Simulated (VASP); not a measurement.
Level of theory: revTPSS meta-GGA, VASP's PBE PAW potentials (set 64) (plane waves; VASP).

The input files of a VASP run:

POSCAR:
```
PbSe
3.0817390
  0.0000000000   0.9999999553   0.9999999553
  0.9999999553   0.0000000000   0.9999999553
  0.9999999553   0.9999999553   0.0000000000
Pb Se
1 1
Cart
  0.0000000000   0.0000000000   0.0000000000
  0.9999999553   0.9999999553   0.9999999553
```

### INCAR
```
# general
SYSTEM  = PbSe
PREC    = Accurate
ENCUT   = 520   # plane-wave cut-off (eV)
LREAL   = .FALSE.   # projection in real space or not
LASPH   = .TRUE.   # aspherical one-centre terms

# electronic loop
EDIFF   = 1E-7   # SCF stop (eV)
NELM    = 100   # most electronic steps
ALGO    = Normal   # blocked Davidson
LMAXMIX = 4   # l cut-off of mixed one-centre charges
LMIXTAU = .TRUE.

# smearing
ISMEAR  = 0
SIGMA   = 0.05   # width (eV)

# functional
METAGGA = RTPSS

# ions
ISIF    = 2

# output
LWAVE   = .FALSE.
LCHARG  = .FALSE.
```

File KPOINTS:
```
Regular mesh
0
G
 8 8 8
```

POTCAR, in this order: Pb_d Se (PBE.64 set). Program: vasp_std.

What VASP printed:

**OUTCAR**
```
 ion  position               nearest neighbor table
   1  0.000  0.000  0.000-   2 3.08   2 3.08   2 3.08   2 3.08   2 3.08   2 3.08
   2  0.500  0.500  0.500-   1 3.08   1 3.08   1 3.08   1 3.08   1 3.08   1 3.08
  LATTYP: Found a face centered cubic cell.
 ALAT       =     6.1634777244
 Subroutine PRICEL returns:
 Original cell was already a primitive cell.
 Subroutine GETGRP returns: Found 48 space group operations
The static configuration has the point symmetry O_h .
The dynamic configuration has the point symmetry O_h .
 Subroutine INISYM returns: Found 48 space group operations
 Subroutine IBZKPT returns following result:
 Found     29 irreducible k-points:

 Following reciprocal coordinates:
            Coordinates               Weight
  0.000000  0.000000  0.000000      1.000000
  0.125000  0.000000  0.000000      8.000000
  0.250000  0.000000  0.000000      8.000000
  0.375000  0.000000  0.000000      8.000000
  0.500000  0.000000  0.000000      4.000000
  0.125000  0.125000  0.000000      6.000000
  0.250000  0.125000  0.000000     24.000000
  0.375000  0.125000  0.000000     24.000000
  0.500000  0.125000  0.000000     24.000000
 -0.375000  0.125000  0.000000     24.000000
 -0.250000  0.125000  0.000000     24.000000
 -0.125000  0.125000  0.000000     12.000000
  0.250000  0.250000  0.000000      6.000000
  0.375000  0.250000  0.000000     24.000000
  0.500000  0.250000  0.000000     24.000000
 -0.375000  0.250000  0.000000     24.000000
 -0.250000  0.250000  0.000000     12.000000
  0.375000  0.375000  0.000000      6.000000
  0.500000  0.375000  0.000000     24.000000
 -0.375000  0.375000  0.000000     12.000000
  0.500000  0.500000  0.000000      3.000000
  0.375000  0.250000  0.125000     24.000000
  0.500000  0.250000  0.125000     48.000000
 -0.375000  0.250000  0.125000     24.000000
...
```

**OSZICAR**
```
       N       E                     dE             d eps       ncg     rms          rms(c)
DAV:   1     0.201172951801E+03    0.20117E+03   -0.96887E+03   812   0.146E+03
DAV:   2     0.512109635174E+02   -0.14996E+03   -0.14629E+03   842   0.361E+02
DAV:   3     0.397800559867E+02   -0.11431E+02   -0.10964E+02  1082   0.103E+02
DAV:   4     0.395471587291E+02   -0.23290E+00   -0.23273E+00   890   0.163E+01
DAV:   5     0.395405082560E+02   -0.66505E-02   -0.66504E-02  1078   0.293E+00    0.304E+00
DAV:   6     0.434189590747E+02    0.38785E+01   -0.59865E+00   824   0.334E+01    0.178E+00
DAV:   7     0.430372898214E+02   -0.38167E+00   -0.26316E-01   878   0.747E+00    0.143E+00
DAV:   8     0.433174754196E+02    0.28019E+00   -0.81232E-01   926   0.588E+00    0.842E-01
DAV:   9     0.430139285647E+02   -0.30355E+00   -0.21522E-01   812   0.560E+00    0.771E-01
DAV:  10     0.430127786292E+02   -0.11499E-02   -0.57370E-03   998   0.915E-01    0.888E-01
DAV:  11     0.430293431881E+02    0.16565E-01   -0.87415E-02   980   0.496E+00    0.230E-01
DAV:  12     0.430207892189E+02   -0.85540E-02   -0.22596E-02   992   0.276E+00    0.108E-01
DAV:  13     0.430184960284E+02   -0.22932E-02   -0.27444E-03   818   0.443E-01    0.366E-02
DAV:  14     0.430184429510E+02   -0.53077E-04   -0.20786E-04  1010   0.106E-01    0.477E-02
DAV:  15     0.430181678348E+02   -0.27512E-03   -0.44522E-04   968   0.210E-01    0.114E-01
DAV:  16     0.430181939097E+02    0.26075E-04   -0.89519E-05   836   0.705E-02    0.166E-01
DAV:  17     0.430179879870E+02   -0.20592E-03   -0.11182E-04   982   0.748E-02    0.233E-01
DAV:  18     0.430181887713E+02    0.20078E-03   -0.31732E-04  1040   0.182E-01    0.136E-01
DAV:  19     0.430182714350E+02    0.82664E-04   -0.33068E-04   968   0.133E-01    0.367E-02
DAV:  20     0.430182726372E+02    0.12022E-05   -0.51316E-05   916   0.453E-02    0.443E-03
DAV:  21     0.430182718499E+02   -0.78728E-06   -0.71205E-06   920   0.288E-02    0.868E-03
DAV:  22     0.430182710851E+02   -0.76475E-06   -0.92752E-07   842   0.101E-02    0.783E-03
DAV:  23     0.430182713986E+02    0.31344E-06   -0.35395E-07   828   0.605E-03    0.532E-03
DAV:  24     0.430182711631E+02   -0.23550E-06   -0.43440E-07   712   0.473E-03    0.191E-03
DAV:  25     0.430182711843E+02    0.21193E-07   -0.11597E-07   442   0.273E-03
   1 F= 0.43018271E+02 E0= 0.43018271E+02  d E =-.209192E-09
```

File OUTCAR:
```
------------------------ aborting loop because EDIFF is reached ----------------------------------------
  FORCE on cell =-STRESS in cart. coord.  units (eV):
  Direction    XX          YY          ZZ          XY          YZ          ZX
  --------------------------------------------------------------------------------------
  Total        0.0195489      0.0195489      0.0195489     -0.0000000      0.0000000     -0.0000000
  in kB        0.5350756      0.5350756      0.5350756     -0.0000000      0.0000000     -0.0000000
  external PRESSURE =       0.5350756 kB  Pullay stress =       0.0000000 kB
  volume of cell :       58.54
      direct lattice vectors                 reciprocal lattice vectors
     0.000000000  3.081738862  3.081738862    -0.162246064  0.162246064  0.162246064
     3.081738862  0.000000000  3.081738862     0.162246064 -0.162246064  0.162246064
     3.081738862  3.081738862  0.000000000     0.162246064  0.162246064 -0.162246064
  FREE ENERGIE OF THE ION-ELECTRON SYSTEM (eV)
  ---------------------------------------------------
  free  energy   TOTEN  =        43.0182711843 eV

  energy  without entropy=       43.0182711845  energy(sigma->0) =       43.01827118
```
(Selected blocks of OUTCAR.)

The compound is PbSe in the rock salt structure. It was relaxed first.
